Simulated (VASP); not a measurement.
These are optB86b-vdW, VASP's PBE PAW potentials (set 64) (plane waves; VASP 6.6.1) values and carry that method's errors.

VASP input:

### INCAR
```
LREAL = F
LMAXMIX = 4   # l cut-off of mixed one-centre charges
PARAM1 = 0.1234
ALGO = Normal   # blocked Davidson
LASPH = T
SIGMA = 0.1   # width (eV)
EDIFF = 1E-7   # SCF stop (eV)
AGGAC = 0.0
LCHARG = F
PREC = Accurate
ENCUT = 520   # plane-wave cut-off (eV)
LWAVE = F
ISIF = 2   # forces and stress, cell fixed
LUSE_VDW = T
ISMEAR = 1   # Methfessel-Paxton
PARAM2 = 1.0
SYSTEM = PdIn
NELM = 100   # most electronic steps
GGA = MK
```

File POSCAR:
```
PdIn
1
    3.2445628203     0.0000000000     0.0000000000
    0.0000000000     3.2445628203     0.0000000000
    0.0000000000     0.0000000000     3.2445628203
In Pd
1 1
Direct
  0.5000000000   0.5000000000   0.5000000000
  0.0000000000   0.0000000000   0.0000000000
```

File KPOINTS:
```
Automatic mesh
0
Gamma
11 11 11
0 0 0
```

POTCAR, in this order: In_d Pd (PBE.64 set). Program: vasp_std.

The run wrote:

OSZICAR:
```
       N       E                     dE             d eps       ncg     rms          rms(c)
DAV:   1     0.167647763377E+03    0.16765E+03   -0.11315E+04  1680   0.202E+03
DAV:   2     0.447658120650E+01   -0.16317E+03   -0.15903E+03  1722   0.407E+02
DAV:   3    -0.300200583969E+01   -0.74786E+01   -0.74622E+01  2142   0.947E+01
DAV:   4    -0.312718643251E+01   -0.12518E+00   -0.12516E+00  1983   0.115E+01
DAV:   5    -0.313327274308E+01   -0.60863E-02   -0.60862E-02  2561   0.229E+00    0.673E+00
DAV:   6    -0.294179153236E+01    0.19148E+00   -0.49269E-01  1981   0.106E+01    0.311E+00
DAV:   7    -0.290307438982E+01    0.38717E-01   -0.76807E-02  2301   0.555E+00    0.145E+00
DAV:   8    -0.289537182314E+01    0.77026E-02   -0.20030E-02  1946   0.147E+00    0.415E-01
DAV:   9    -0.289450537519E+01    0.86645E-03   -0.19651E-03  2212   0.799E-01    0.583E-02
DAV:  10    -0.289450755964E+01   -0.21845E-05   -0.47562E-05  2303   0.112E-01    0.275E-02
DAV:  11    -0.289450939513E+01   -0.18355E-05   -0.50337E-06  2003   0.243E-02    0.337E-03
DAV:  12    -0.289450976259E+01   -0.36746E-06   -0.43860E-07  2193   0.716E-03    0.182E-03
DAV:  13    -0.289450968869E+01    0.73901E-07   -0.29664E-08  1120   0.213E-03
   1 F= -.28945097E+01 E0= -.28941074E+01  d E =-.120699E-02
```

**OUTCAR**
```
------------------------ aborting loop because EDIFF is reached ----------------------------------------
  FORCE on cell =-STRESS in cart. coord.  units (eV):
  Direction    XX          YY          ZZ          XY          YZ          ZX
  --------------------------------------------------------------------------------------
  Total        0.7698233      0.7698233      0.7698233     -0.0000000     -0.0000000     -0.0000000
  in kB       36.1104643     36.1104643     36.1104643     -0.0000000     -0.0000000     -0.0000000
  external PRESSURE =      36.1104643 kB  Pullay stress =       0.0000000 kB
  volume of cell :       34.16
      direct lattice vectors                 reciprocal lattice vectors
     3.244562820  0.000000000  0.000000000     0.308207933  0.000000000  0.000000000
     0.000000000  3.244562820  0.000000000     0.000000000  0.308207933  0.000000000
     0.000000000  0.000000000  3.244562820     0.000000000  0.000000000  0.308207933
 POSITION                                       TOTAL-FORCE (eV/Angst)
 -----------------------------------------------------------------------------------
      1.62228      1.62228      1.62228         0.000000      0.000000      0.000000
      0.00000      0.00000      0.00000         0.000000      0.000000      0.000000
 -----------------------------------------------------------------------------------
    total drift:                                0.000000      0.000000     -0.000000
  FREE ENERGIE OF THE ION-ELECTRON SYSTEM (eV)
  ---------------------------------------------------
  free  energy   TOTEN  =        -2.8945096887 eV

  energy  without entropy=       -2.8933026955  energy(sigma->0) =       -2.89410736
```
(Selected blocks of OUTCAR.)

The compound is PdIn in the CsCl type structure. This cell is one point of a volume scan, at 0.97 of the reference volume. The electron count is odd and the run is not spin-polarised, which forces a metal.
